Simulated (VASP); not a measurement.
Data:

```yaml
crystal:
  lattice:
    - [-1.66859, 1.66859, 1.66859]
    - [1.66859, -1.66859, 1.66859]
    - [1.66859, 1.66859, -1.66859]
  atoms:
    - { symbol: Ge, position: [0.00000, 0.00000, 0.00000] }
```

Level of theory: r2SCAN meta-GGA, VASP's PBE PAW potentials (set 64) (plane waves; VASP 6.6.1). Settings: 400 eV cut-off, 17×17×17 Γ-centred mesh, tetrahedra with Blöchl corrections, potentials Ge_d.

Tabulate the total density of states (states/eV per cell) against energy (eV; zero at the valence-band maximum or, without a gap, the Fermi level).

```
E (eV) | DOS (states/eV)
    -9.98 | ############### 0.24
    -9.62 | ################ 0.26
    -9.26 | ################# 0.27
    -8.90 | ################## 0.29
    -8.66 | ################### 0.31
    -8.30 | ##################### 0.34
    -7.94 | ########################## 0.42
    -7.58 | ########################## 0.42
    -7.22 | ######################## 0.39
    -6.86 | #################### 0.33
    -6.50 | ################## 0.30
    -6.14 | ######### 0.15
    -5.90 | ###### 0.10
    -5.54 | ###### 0.10
    -5.18 | ########### 0.18
    -4.82 | ############## 0.23
    -4.46 | ################## 0.29
    -4.10 | ##################### 0.34
    -3.74 | ############################ 0.45
    -3.38 | ############################## 0.48
    -3.14 | ########################### 0.43
    -2.78 | ####################### 0.37
    -2.42 | ####################### 0.37
    -2.06 | ######################## 0.39
    -1.70 | ########################## 0.42
    -1.34 | ########################## 0.43
    -0.98 | ########################### 0.43
    -0.62 | ############################# 0.47
    -0.38 | ############################## 0.48
    -0.02 | ############################# 0.47
     0.34 | ############################# 0.47
     0.70 | ############################# 0.46
     1.06 | ############################# 0.46
     1.42 | ############################# 0.47
     1.78 | ############################# 0.46
     2.14 | ############################# 0.46
     2.38 | ############################# 0.47
     2.74 | ############################# 0.48
     3.10 | ############################# 0.47
     3.46 | ############################## 0.48
```
Within 2 eV below the Fermi level the largest weight inside VASP's projection spheres is Ge p, then Ge s.

The structure was generated: Ge was put into the bcc type (Im-3m), which need not be its known phase. It was relaxed first, which changed the volume by -5 %.
